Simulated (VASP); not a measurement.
VASP ran on this input.

File KPOINTS:
```
Automatic
0
gamma
  11 11 7
```

POSCAR:
```
CoTe2
1
    3.7305699799     0.0000000000     0.0000000000
   -1.8652849900     3.2307681666    -0.0000000000
   -0.0000000000     0.0000000000     5.3323686461
Co Te
1 2
Direct
  0.0000000000   1.0000000000   0.0000000000
  0.6666670000   0.3333330000   0.7553769529
  0.3333330000   0.6666670000   0.2446230471
```

**INCAR**
```
SYSTEM = CoTe2
PREC = Accurate
ENCUT = 400
EDIFF = 1E-7
NELM = 100
ALGO = Normal
LREAL = .FALSE.
LASPH = .TRUE.
ISMEAR = -5
GGA = PS
LMAXMIX = 4
LWAVE = .FALSE.
LCHARG = .TRUE.
LORBIT = 11
NEDOS = 601
ISIF = 2
LEFG = .TRUE.
```

POTCAR, in this order: Co Te (PBE.64 set). Program: vasp_std.

Write an equivalent input for Ansatz.

One equivalent input (not run):
Ansatz 0.2 input:
```yaml
crystal:
  lattice:
    - [3.7305700, 0.0000000, 0.0000000]
    - [-1.8652850, 3.2307682, 0.0000000]
    - [0.0000000, 0.0000000, 5.3323686]
  atoms:
    - { symbol: Co, position: [0.0000000, 1.0000000, 0.0000000] }
    - { symbol: Te, position: [0.6666670, 0.3333330, 0.7553770] }
    - { symbol: Te, position: [0.3333330, 0.6666670, 0.2446230] }
kpoints:
  mp_grid: { grid: [11, 11, 7] }
hamiltonian:
  xc: pbesol
  pseudopotentials: { kind: paw }
scf:
  occupations: { method: tetrahedron }
  max_iter: 100
output: { forces: true, stress: true, eigenvalues: true }
```
What does not carry over: each code has its own PAW files, so the cut-off isn't converted (ENCUT is set for VASP's; basis.ecutwfc is left out, and Ansatz then takes the one that its files recommend); Ansatz stops its SCF on the density residual and VASP on the energy change (EDIFF); the field gradients of LEFG aren't asked of the other code.

The structure comes from a computed database's CoTe2 entry (P-3m1); how it stands against other phases isn't given here. It was relaxed first, which changed the volume by -7 %.
